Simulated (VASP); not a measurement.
Computed with PBE GGA, VASP's PBE PAW potentials (set 64) (plane waves; VASP 6.6.1).

A VASP calculation is set up with these files.

### INCAR
```
# general
SYSTEM  = Al35ZrN35
PREC    = Normal
ENCUT   = 400
LREAL   = Auto   # projection in real space or not
LASPH   = .TRUE.
ISYM    = 0
NELECT  = 294.0

# electronic loop
EDIFF   = 1E-5   # SCF stop (eV)
NELM    = 100   # most electronic steps
NELMIN  = 4
ALGO    = Fast   # Davidson, then RMM-DIIS
LMAXMIX = 4   # l cut-off of mixed one-centre charges

# smearing
ISMEAR  = 0
SIGMA   = 0.05   # width (eV)

# functional
GGA     = PE   # PBE

# ions
IBRION  = 2   # conjugate gradients
NSW     = 70
ISIF    = 2   # forces and stress, cell fixed
EDIFFG  = -0.03   # ionic stop

# output
LWAVE   = .FALSE.
LCHARG  = .FALSE.
```

**POSCAR**
```
Al35ZrN35
1
    4.6932676572    -8.1289780179     0.0000000000
    4.6932676572     8.1289780179     0.0000000000
    0.0000000000     0.0000000000    10.0192026156
Al N Zr
35 35 1
Direct
  0.2222220000   0.1111110000   0.2500000000
  0.1111110000   0.2222220000   0.0000000000
  0.2222220000   0.1111110000   0.7500000000
  0.1157540000   0.2262450000   0.4961740000
  0.2257440000   0.4480680000   0.2513050000
  0.1111110000   0.5555560000   0.0000000000
  0.2237980000   0.4437690000   0.7464360000
  0.1135690000   0.5541460000   0.4989860000
  0.2222220000   0.7777780000   0.2500000000
  0.1111110000   0.8888890000   0.0000000000
  0.2222220000   0.7777780000   0.7500000000
  0.1111110000   0.8888890000   0.5000000000
  0.5555560000   0.1111110000   0.2500000000
  0.4444440000   0.2222220000   0.0000000000
  0.5555560000   0.1111110000   0.7500000000
  0.4444440000   0.2222220000   0.5000000000
  0.5555560000   0.4444440000   0.2500000000
  0.4444440000   0.5555560000   0.0000000000
  0.5555560000   0.4444440000   0.7500000000
  0.5555560000   0.7777780000   0.2500000000
  0.4444440000   0.8888890000   0.0000000000
  0.5555560000   0.7777780000   0.7500000000
  0.4444440000   0.8888890000   0.5000000000
  0.8888890000   0.1111110000   0.2500000000
  0.7777780000   0.2222220000   0.0000000000
  0.8888890000   0.1111110000   0.7500000000
  0.7777780000   0.2222220000   0.5000000000
  0.8888890000   0.4444440000   0.2500000000
  0.7777780000   0.5555560000   0.0000000000
  0.8888890000   0.4444440000   0.7500000000
  0.7777780000   0.5555560000   0.5000000000
  0.8888890000   0.7777780000   0.2500000000
  0.7777780000   0.8888890000   0.0000000000
  0.8888890000   0.7777780000   0.7500000000
  0.7777780000   0.8888890000   0.5000000000
  0.2217390000   0.1121600000   0.4437790000
  0.1101310000   0.2271950000   0.1920120000
  0.2222220000   0.1111110000   0.9410000000
  0.1095150000   0.2227280000   0.6955920000
  0.1134310000   0.5561710000   0.1861260000
  0.2222220000   0.4444440000   0.9410000000
  0.1176280000   0.5581010000   0.6930390000
  0.2230290000   0.7841680000   0.4410640000
  0.1111110000   0.8888890000   0.1910000000
  0.2222220000   0.7777780000   0.9410000000
  0.1111110000   0.8888890000   0.6910000000
  0.5555560000   0.1111110000   0.4410000000
  0.4444440000   0.2222220000   0.1910000000
  0.5555560000   0.1111110000   0.9410000000
  0.4444440000   0.2222220000   0.6910000000
  0.5519960000   0.4434940000   0.4456770000
  0.4408770000   0.5484960000   0.1906110000
  0.5555560000   0.4444440000   0.9410000000
  0.4476930000   0.5623900000   0.6922130000
  0.5520230000   0.7706010000   0.4397580000
  0.4444440000   0.8888890000   0.1910000000
  0.5555560000   0.7777780000   0.9410000000
  0.4444440000   0.8888890000   0.6910000000
  0.8888890000   0.1111110000   0.4410000000
  0.7777780000   0.2222220000   0.1910000000
  0.8888890000   0.1111110000   0.9410000000
  0.7777780000   0.2222220000   0.6910000000
  0.8888890000   0.4444440000   0.4410000000
  0.7777780000   0.5555560000   0.1910000000
  0.8888890000   0.4444440000   0.9410000000
  0.7777780000   0.5555560000   0.6910000000
  0.8888890000   0.7777780000   0.4410000000
  0.7777780000   0.8888890000   0.1910000000
  0.8888890000   0.7777780000   0.9410000000
  0.7777780000   0.8888890000   0.6910000000
  0.4491130000   0.5596860000   0.5024890000
```

File KPOINTS:
```
Automatic mesh
0
Gamma
1 1 1
0 0 0
```

POTCAR, in this order: Al N Zr_sv (PBE.64 set). Program: vasp_gam.

The resulting files:

### OUTCAR
```
 ion  position               nearest neighbor table
   1  0.222  0.111  0.250-  48 1.90  44 1.90  36 1.94  37 1.94   4 3.05   2 3.09  14 3.09  16 3.09
                            10 3.09  12 3.09   9 3.13  24 3.13  32 3.13  17 3.13  13 3.13   5 3.15
   2  0.111  0.222  0.000-  38 1.90  41 1.90  61 1.90  37 1.92   1 3.09   3 3.09  24 3.09  26 3.09
                             7 3.11   5 3.12  14 3.13  25 3.13  10 3.13  33 3.13  18 3.13   6 3.13
   3  0.222  0.111  0.750-  50 1.90  46 1.90  39 1.90  38 1.91   2 3.09  14 3.09  16 3.09  10 3.09
                            12 3.09   7 3.12   4 3.12  11 3.13  26 3.13  34 3.13  19 3.13  15 3.13
   4  0.116  0.226  0.496-  36 1.86  59 1.93  39 2.00   5 3.04   1 3.05   7 3.07  24 3.08   8 3.09
                            16 3.10   3 3.12  71 3.13  26 3.14  12 3.15  27 3.15  35 3.17
   5  0.226  0.448  0.251-  52 1.85  37 1.89  40 1.91   4 3.04   8 3.05  18 3.08  20 3.10   6 3.10
                            71 3.10   9 3.11  17 3.11   2 3.12  28 3.15   1 3.15  24 3.16
   6  0.111  0.556  0.000-  40 1.86  45 1.90  65 1.90  41 1.90   9 3.09  11 3.09  28 3.09  30 3.09
                             5 3.10   7 3.13  10 3.13  18 3.13  29 3.13  21 3.13  25 3.13   2 3.13
   7  0.224  0.444  0.746-  39 1.87  42 1.87  54 1.90  41 1.95  71 3.05   8 3.06   4 3.07  18 3.11
                            19 3.11   2 3.11   3 3.12  22 3.12   6 3.13  26 3.13  11 3.14  30 3.15
   8  0.114  0.554  0.499-  63 1.92  42 1.94  43 1.96   5 3.05   7 3.06   9 3.09   4 3.09  28 3.09
                            11 3.10  30 3.11  23 3.12  71 3.12  27 3.13  12 3.15  31 3.16
   9  0.222  0.778  0.250-  44 1.90  56 1.90  40 1.91  43 1.92   8 3.09  10 3.09  12 3.09  21 3.09
                            23 3.09   6 3.09   5 3.11   1 3.13  32 3.13  28 3.13  13 3.13  20 3.13
  10  0.111  0.889  0.000-  45 1.90  38 1.90  69 1.90  44 1.91   9 3.09  11 3.09   1 3.09   3 3.09
                            32 3.09  34 3.09   6 3.13  21 3.13  33 3.13   2 3.13  29 3.13  14 3.13
  11  0.222  0.778  0.750-  42 1.88  46 1.90  58 1.90  45 1.91  10 3.09  12 3.09  21 3.09  23 3.09
                             6 3.09   8 3.10   3 3.13  34 3.13  30 3.13  15 3.13  22 3.13   7 3.14
  12  0.111  0.889  0.500-  43 1.86  36 1.90  67 1.90  46 1.91   9 3.09  11 3.09   1 3.09   3 3.09
                            32 3.09  34 3.09  23 3.13  35 3.13  31 3.13  16 3.13   4 3.15   8 3.15
...
```

File OSZICAR:
```
...
RMM:   8    -0.505066360118E+03   -0.75422E-05   -0.82362E-05   340   0.122E-02
   6 F= -.50506636E+03 E0= -.50506636E+03  d E =-.118401E+00
       N       E                     dE             d eps       ncg     rms          rms(c)
DAV:   1    -0.505066620162E+03   -0.26759E-03   -0.82114E-02   424   0.714E-01    0.901E-02
RMM:   2    -0.505066702020E+03   -0.81857E-04   -0.14895E-03   391   0.894E-02    0.500E-02
RMM:   3    -0.505066699595E+03    0.24247E-05   -0.24721E-04   441   0.337E-02    0.203E-02
RMM:   4    -0.505066703230E+03   -0.36349E-05   -0.61620E-05   366   0.149E-02
   7 F= -.50506670E+03 E0= -.50506670E+03  d E =-.118744E+00
       N       E                     dE             d eps       ncg     rms          rms(c)
DAV:   1    -0.505102563997E+03   -0.35864E-01   -0.69745E+00   384   0.685E+00    0.483E-01
RMM:   2    -0.505109389526E+03   -0.68255E-02   -0.11772E-01   373   0.819E-01    0.244E-01
RMM:   3    -0.505109047006E+03    0.34252E-03   -0.15949E-02   401   0.288E-01    0.157E-01
RMM:   4    -0.505108790746E+03    0.25626E-03   -0.47905E-03   412   0.143E-01    0.525E-02
RMM:   5    -0.505108859410E+03   -0.68664E-04   -0.96574E-04   478   0.600E-02    0.362E-02
RMM:   6    -0.505108878893E+03   -0.19483E-04   -0.21979E-04   496   0.268E-02    0.193E-02
RMM:   7    -0.505108881741E+03   -0.28486E-05   -0.67214E-05   336   0.143E-02
   8 F= -.50510888E+03 E0= -.50510888E+03  d E =-.421785E-01
       N       E                     dE             d eps       ncg     rms          rms(c)
DAV:   1    -0.505111305940E+03   -0.24270E-02   -0.85761E-01   400   0.240E+00    0.169E-01
RMM:   2    -0.505112137320E+03   -0.83138E-03   -0.14469E-02   376   0.288E-01    0.852E-02
RMM:   3    -0.505112104069E+03    0.33251E-04   -0.20549E-03   409   0.102E-01    0.548E-02
RMM:   4    -0.505112073027E+03    0.31042E-04   -0.57525E-04   416   0.499E-02    0.183E-02
RMM:   5    -0.505112082735E+03   -0.97079E-05   -0.13043E-04   422   0.214E-02    0.129E-02
RMM:   6    -0.505112084938E+03   -0.22030E-05   -0.29742E-05   275   0.958E-03
   9 F= -.50511208E+03 E0= -.50511208E+03  d E =-.453817E-01
       N       E                     dE             d eps       ncg     rms          rms(c)
DAV:   1    -0.505130128144E+03   -0.18045E-01   -0.70213E+00   368   0.684E+00    0.475E-01
RMM:   2    -0.505136618864E+03   -0.64907E-02   -0.10943E-01   375   0.778E-01    0.226E-01
RMM:   3    -0.505136542189E+03    0.76675E-04   -0.16386E-02   420   0.279E-01    0.145E-01
RMM:   4    -0.505136353058E+03    0.18913E-03   -0.39616E-03   430   0.130E-01    0.446E-02
RMM:   5    -0.505136419195E+03   -0.66138E-04   -0.83065E-04   520   0.540E-02    0.313E-02
RMM:   6    -0.505136436116E+03   -0.16921E-04   -0.18542E-04   503   0.237E-02    0.135E-02
RMM:   7    -0.505136439382E+03   -0.32651E-05   -0.51842E-05   319   0.122E-02
  10 F= -.50513644E+03 E0= -.50513644E+03  d E =-.243544E-01
       N       E                     dE             d eps       ncg     rms          rms(c)
DAV:   1    -0.505137421666E+03   -0.98555E-03   -0.72076E-01   408   0.219E+00    0.152E-01
RMM:   2    -0.505138086683E+03   -0.66502E-03   -0.11226E-02   380   0.250E-01    0.714E-02
RMM:   3    -0.505138088221E+03   -0.15378E-05   -0.17777E-03   427   0.906E-02    0.462E-02
RMM:   4    -0.505138069637E+03    0.18584E-04   -0.41009E-04   434   0.417E-02    0.146E-02
RMM:   5    -0.505138077478E+03   -0.78410E-05   -0.10046E-04   411   0.181E-02    0.103E-02
RMM:   6    -0.505138078619E+03   -0.11410E-05   -0.16754E-05   266   0.805E-03
  11 F= -.50513808E+03 E0= -.50513808E+03  d E =-.259937E-01
       N       E                     dE             d eps       ncg     rms          rms(c)
DAV:   1    -0.505143765870E+03   -0.56884E-02   -0.31818E+00   368   0.461E+00    0.350E-01
RMM:   2    -0.505146645854E+03   -0.28800E-02   -0.50150E-02   374   0.530E-01    0.174E-01
RMM:   3    -0.505146326168E+03    0.31969E-03   -0.71657E-03   409   0.190E-01    0.103E-01
RMM:   4    -0.505146211324E+03    0.11484E-03   -0.21692E-03   418   0.928E-02    0.307E-02
RMM:   5    -0.505146242521E+03   -0.31198E-04   -0.42544E-04   489   0.388E-02    0.218E-02
RMM:   6    -0.505146250581E+03   -0.80598E-05   -0.98005E-05   408   0.173E-02
  12 F= -.50514625E+03 E0= -.50514625E+03  d E =-.817196E-02
       N       E                     dE             d eps       ncg     rms          rms(c)
DAV:   1    -0.505146265224E+03   -0.22702E-04   -0.79911E-03   416   0.231E-01    0.185E-02
RMM:   2    -0.505146272743E+03   -0.75195E-05   -0.13004E-04   376   0.270E-02    0.945E-03
RMM:   3    -0.505146271720E+03    0.10235E-05   -0.17563E-05   235   0.941E-03    0.560E-03
RMM:   4    -0.505146271223E+03    0.49703E-06   -0.56919E-06   219   0.458E-03
  13 F= -.50514627E+03 E0= -.50514627E+03  d E =-.819260E-02
       N       E                     dE             d eps       ncg     rms          rms(c)
DAV:   1    -0.505148450481E+03   -0.21788E-02   -0.11271E+00   384   0.277E+00    0.182E-01
RMM:   2    -0.505149735231E+03   -0.12847E-02   -0.18406E-02   369   0.323E-01    0.942E-02
RMM:   3    -0.505149693392E+03    0.41838E-04   -0.22308E-03   403   0.110E-01    0.580E-02
RMM:   4    -0.505149646994E+03    0.46399E-04   -0.59501E-04   400   0.525E-02    0.170E-02
RMM:   5    -0.505149656887E+03   -0.98933E-05   -0.11803E-04   417   0.215E-02    0.117E-02
RMM:   6    -0.505149657861E+03   -0.97380E-06   -0.15971E-05   241   0.857E-03
  14 F= -.50514966E+03 E0= -.50514966E+03  d E =-.338664E-02
       N       E                     dE             d eps       ncg     rms          rms(c)
DAV:   1    -0.505149737970E+03   -0.81084E-04   -0.72945E-02   408   0.706E-01    0.463E-02
RMM:   2    -0.505149821010E+03   -0.83039E-04   -0.11912E-03   376   0.824E-02    0.237E-02
RMM:   3    -0.505149819260E+03    0.17500E-05   -0.15290E-04   408   0.287E-02    0.148E-02
RMM:   4    -0.505149817027E+03    0.22325E-05   -0.43467E-05   297   0.138E-02
  15 F= -.50514982E+03 E0= -.50514982E+03  d E =-.354580E-02
       N       E                     dE             d eps       ncg     rms          rms(c)
DAV:   1    -0.505150981347E+03   -0.11621E-02   -0.40432E-01   384   0.166E+00    0.106E-01
RMM:   2    -0.505151443119E+03   -0.46177E-03   -0.63209E-03   368   0.188E-01    0.542E-02
RMM:   3    -0.505151443254E+03   -0.13539E-06   -0.78595E-04   377   0.660E-02    0.343E-02
RMM:   4    -0.505151428528E+03    0.14726E-04   -0.22922E-04   380   0.326E-02    0.105E-02
RMM:   5    -0.505151432696E+03   -0.41681E-05   -0.44626E-05   274   0.132E-02
  16 F= -.50515143E+03 E0= -.50515143E+03  d E =-.161567E-02
       N       E                     dE             d eps       ncg     rms          rms(c)
DAV:   1    -0.505151523333E+03   -0.94804E-04   -0.88504E-02   400   0.776E-01    0.493E-02
RMM:   2    -0.505151626816E+03   -0.10348E-03   -0.14011E-03   368   0.886E-02    0.255E-02
RMM:   3    -0.505151627522E+03   -0.70563E-06   -0.17845E-04   379   0.313E-02    0.163E-02
RMM:   4    -0.505151624454E+03    0.30680E-05   -0.51443E-05   309   0.154E-02
  17 F= -.50515162E+03 E0= -.50515162E+03  d E =-.180743E-02
       N       E                     dE             d eps       ncg     rms          rms(c)
DAV:   1    -0.505152061500E+03   -0.43398E-03   -0.32908E-01   368   0.146E+00    0.962E-02
RMM:   2    -0.505152380433E+03   -0.31893E-03   -0.50616E-03   368   0.160E-01    0.499E-02
RMM:   3    -0.505152360531E+03    0.19903E-04   -0.65094E-04   379   0.579E-02    0.313E-02
RMM:   4    -0.505152348240E+03    0.12290E-04   -0.20338E-04   377   0.289E-02    0.102E-02
RMM:   5    -0.505152351506E+03   -0.32657E-05   -0.36634E-05   266   0.117E-02
  18 F= -.50515235E+03 E0= -.50515235E+03  d E =-.727053E-03
```

OUTCAR:
```
------------------------ aborting loop because EDIFF is reached ----------------------------------------
  FORCE on cell =-STRESS in cart. coord.  units (eV):
  Direction    XX          YY          ZZ          XY          YZ          ZX
  --------------------------------------------------------------------------------------
  Total       17.7909419     23.4032761      7.1352367      4.6749683      1.0259203     -1.7602145
  in kB       37.2850815     49.0470410     14.9535581      9.7974899      2.1500561     -3.6889413
  external PRESSURE =      33.7618935 kB  Pullay stress =       0.0000000 kB
  volume of cell :      764.49
      direct lattice vectors                 reciprocal lattice vectors
     4.693267657 -8.128978018  0.000000000     0.106535582 -0.061508347  0.000000000
     4.693267657  8.128978018  0.000000000     0.106535582  0.061508347  0.000000000
     0.000000000  0.000000000 10.019202616     0.000000000  0.000000000  0.099808342
  FREE ENERGIE OF THE ION-ELECTRON SYSTEM (eV)
  ---------------------------------------------------
  free  energy   TOTEN  =      -505.1523515062 eV

  energy  without entropy=     -505.1523515062  energy(sigma->0) =     -505.15235151

 reached required accuracy - stopping structural energy minimisation
```
(Selected blocks of OUTCAR.)

### CONTCAR
```
Al35ZrN35
   1.00000000000000
     4.6932676571999998   -8.1289780178999997    0.0000000000000000
     4.6932676571999998    8.1289780178999997    0.0000000000000000
     0.0000000000000000    0.0000000000000000   10.0192026155999994
  Al              N               Zr
    35    35     1
Direct
     0.2204388157676435    0.1138753941549458    0.2527348361339677
     0.1105380252710942    0.2237525504253397    0.9961457741530050
     0.2195578088326359    0.1090889470512358    0.7513717244043863
     0.1307287506811375    0.2417193267781857    0.5000387889142414
     0.2261540962490820    0.4465316517718929    0.2599323960994339
     0.1105783491082209    0.5537484724436899    0.9961907686717045
     0.2192093534316336    0.4430819156892566    0.7357526565788616
     0.1307512197615926    0.5559468495974753    0.5000099137889435
     0.2205207877456950    0.7735008846156628    0.2527829049997938
     0.1105345339258978    0.8887576841578103    0.0024833683048218
     0.2195734687183211    0.7774687316822222    0.7514602149851360
     0.1071884912093552    0.8870525738729078    0.5023567171587426
     0.5545892094974749    0.1107579758415034    0.2525982078306627
     0.4428785475610897    0.2203791436190512    0.0002294656795088
     0.5547025839632923    0.1108071852720659    0.7487249371901354
     0.4412480719557887    0.2179061182480770    0.4988203613364707
     0.5562144867200214    0.4407354377539062    0.2469745838625014
     0.4423307765752191    0.5546619136220335    0.9965569276922071
     0.5550154022271324    0.4434872283792316    0.7517139920583871
     0.5561626307210105    0.7823865790364237    0.2470447681848154
     0.4429230713809583    0.8894018016687536    0.0002674433683887
     0.5550289749714439    0.7784931289401621    0.7516574178996771
     0.4412339793483026    0.8902505420064315    0.4989282249918349
     0.8922424059232529    0.1139188663771716    0.2505022092368993
     0.7761549232047203    0.2215179397710203    0.0012512793785991
     0.8869931732919059    0.1096526734388097    0.7507524897761515
     0.7826304090919081    0.2247942144561885    0.4988671876416413
     0.8923480793700646    0.4452805923990096    0.2504765243625186
     0.7777212572628992    0.5550421110694069    0.0011936632456821
     0.8871092464146442    0.4442923047786206    0.7507422385964128
     0.7833608540672327    0.5537258522471460    0.4996528683237219
     0.8887147336816710    0.7778219474911612    0.2507971555475066
     0.7776692434217575    0.8895733874337808    0.0011882972841078
     0.8865356226765844    0.7767590816801873    0.7503843198183415
     0.7833634342210906    0.8965742800800255    0.4996536811273167
     0.2186321208951740    0.1021983679153152    0.4431375209934988
     0.1094620762542776    0.2220822644243357    0.1856743384388192
     0.2218024179043745    0.1095920134796899    0.9422252617626489
     0.1052472788523019    0.2131020117274706    0.6984237770758586
     0.1095714565270933    0.5543402258166190    0.1856891256790022
     0.2210187393003442    0.4439800567701322    0.9364359816275474
     0.1053297187887650    0.5591553495464663    0.6984011003980456
     0.2186339859363268    0.7833758665868142    0.4431528974235900
     0.1106025137647488    0.8887586278522723    0.1926296704545997
     0.2218018704712110    0.7791757063791268    0.9422791146621750
     0.1079626839895287    0.8874477014292369    0.6939039146832233
     0.5576202471727076    0.1122669679174672    0.4433641737338748
     0.4424437635295234    0.2189803017421524    0.1900251489782031
     0.5548556074544846    0.1108839290430401    0.9404290365729386
     0.4424942505612400    0.2209345198991462    0.6919159100859021
     0.5688970138610883    0.4328540578260989    0.4350013706411421
     0.4534636646273413    0.5602247280857284    0.1886528220149758
     0.5559870920592748    0.4424540779793347    0.9427662543493448
     0.4479287566481133    0.5574067905533863    0.7036176754935417
     0.5688452919572233    0.8029547599070286    0.4350781419824552
     0.4424983299488297    0.8904402990270754    0.1900503089592739
     0.5559899173209186    0.7804637020170331    0.9426919264008523
     0.4424788350784131    0.8884870764850518    0.6919429730384381
     0.8985389179519951    0.1188977490208935    0.4414006924853073
     0.7761914363124399    0.2215620674754324    0.1924305309499962
     0.8853121445374943    0.1099984415874359    0.9416762026212587
     0.7766522429290766    0.2218189330576533    0.6910599052267450
     0.8986305967896780    0.4466140071399131    0.4414051879783657
     0.7800899581999826    0.5558064273564337    0.1910089169753756
     0.8853254943323440    0.4422225202817384    0.9416567830886617
     0.7761424252043071    0.5546522021339900    0.6915665132834075
     0.8856467714532064    0.7762930213350598    0.4423997838803418
     0.7800078574866123    0.8911731683885513    0.1910464771223337
     0.8875879309961479    0.7772408374976871    0.9418837082261653
     0.7760989173629927    0.8883833386108198    0.6915478875867553
     0.4210828552886357    0.5440055958535738    0.4834516564988715
```

At this cut-off the stress carries a Pulay error, which pulls relaxed volumes low. The cell is charged, with a uniform compensating background. The supercell is sampled at Γ alone, which is coarse: total energies, pressure and levels can be off, energies of defects by several tenths of an eV.

The cell is a supercell with a defect, built from AlN (wurtzite): Zr_Al-vac_N, charge -2. The run is not spin-polarised, so no state with unpaired spins was tried.
